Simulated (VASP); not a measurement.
Al4B3P:

```
Al B P
1.0
     0.00000    3.73866    3.73866
     3.73866    0.00000    3.73866
     3.73866    3.73866    0.00000
Al B P
4 3 1
Direct
  0.12445 0.62666 0.12445
  0.12445 0.12445 0.12445
  0.62666 0.12445 0.12445
  0.12445 0.12445 0.62666
  0.25000 0.25000 0.25000
  0.00000 0.00000 0.00000
  0.75000 0.75000 0.75000
  0.50000 0.50000 0.50000
```

The cell was built by a generator and needn't be a form met in nature.

- Program: VASP 6.6.1
- Task: relaxation of cell and atoms
- Functional: PBE
- Potentials or basis: VASP PAW PBE potentials, release 64 (Al, B, P)
- Cutoff: 520 eV
- k mesh: 3 × 3 × 3
- Occupations: gaussian, width 0.15 eV
- Spin: no spin polarisation

At the start: pressure 68.7 GPa; volume 13.06 Å³/atom.

Task: How do energy, volume and symmetry change on relaxing?

Result: Over 7 steps the energy falls by 1308.5 meV/atom and the volume is 22.30 Å³/atom (+70.7 %); space group F-43m (No. 216, to 0.05 Å).

Step by step:
| step | energy change (eV) | largest force (eV/Å) | pressure (GPa) | volume (Å³) |
| --- | --- | --- | --- | --- |
| 1 | 0.0000 | 0.7272 | 68.69 | 104.51 |
| 2 | -9.6538 | 0.6716 | -6.00 | 214.18 |
| 3 | -10.4207 | 0.7283 | 1.31 | 174.51 |
| 4 | -10.4346 | 0.7322 | -0.12 | 179.66 |
| 5 | -10.4349 | 0.7306 | 0.34 | 177.89 |
| 6 | -10.4600 | 0.3802 | 0.07 | 178.67 |
| 7 | -10.4680 | 0.0005 | 0.11 | 178.41 |

Final structure:
```
Al B P
1.0
     0.00000    4.46815    4.46815
     4.46815    0.00000    4.46815
     4.46815    4.46815    0.00000
Al B P
4 3 1
Direct
  0.12512 0.62465 0.12512
  0.12512 0.12512 0.12512
  0.62465 0.12512 0.12512
  0.12512 0.12512 0.62465
  0.25000 0.25000 0.25000
  0.00000 0.00000 0.00000
  0.75000 0.75000 0.75000
  0.50000 0.50000 0.50000
```

Caveat: the k mesh is coarse (spacing up to 0.49 Å⁻¹), so the values aren't converged; the volume moved by over 15 % at a fixed basis, so the end points are rough.
